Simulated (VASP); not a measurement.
The system is Al4B3P.

```
CELL_PARAMETERS angstrom
3.09591 0.00000 0.00000
-1.54795 2.68113 0.00000
0.00000 0.00000 11.77200
ATOMIC_POSITIONS crystal
Al 0.00000 0.00000 0.27693
Al 0.66667 0.33333 0.48989
Al 0.00000 0.00000 0.98590
Al 0.33333 0.66667 0.79715
B 0.33333 0.66667 0.38464
B 0.33333 0.66667 0.11451
B 0.66667 0.33333 0.11969
P 0.00000 0.00000 0.65053
```

The cell was built by a generator and needn't be a form met in nature.

```yaml
Program: VASP 6.6.1
Task: relaxation of cell and atoms
Functional: PBE
Potentials_or_basis: VASP PAW PBE potentials, release 64 (Al, B, P)
Cutoff: 520 eV
k_mesh: 12 × 12 × 4
Occupations: gaussian, width 0.1 eV
Spin: no spin polarisation
```

At the start: pressure -0.2 GPa; volume 12.21 Å³/atom.

Question: Where does the relaxation end?

Answer: Over 11 steps the energy falls by 3.2 meV/atom and the volume is 12.14 Å³/atom (-0.6 %); space group P3m1 (No. 156, to 0.05 Å).

Step by step:
```
step  energy change (eV)  largest force (eV/Å)  pressure (GPa)  volume (Å³)
   1              0.0000                0.3224           -0.19        97.71
   2             -0.0187                0.2030           -0.23        97.50
   3             -0.0208                0.1485           -0.22        97.40
   4             -0.0239                0.0845            0.07        97.10
   5             -0.0243                0.0741            0.24        96.94
   6             -0.0249                0.0376           -0.08        97.19
   7             -0.0250                0.0341           -0.13        97.22
   8             -0.0252                0.0244            0.00        97.12
   9             -0.0252                0.0233            0.02        97.11
  10             -0.0252                0.0144            0.01        97.12
  11             -0.0252                0.0098           -0.02        97.13
```

Final structure:
```
Al B P
1.0
     3.10268    0.00000    0.00000
    -1.55134    2.68700    0.00000
     0.00000    0.00000   11.65061
Al B P
4 3 1
Direct
  0.00000 0.00000 0.27413
  0.66667 0.33333 0.49221
  0.00000 0.00000 0.98265
  0.33333 0.66667 0.79959
  0.33333 0.66667 0.38466
  0.33333 0.66667 0.11539
  0.66667 0.33333 0.11899
  0.00000 0.00000 0.65160
```
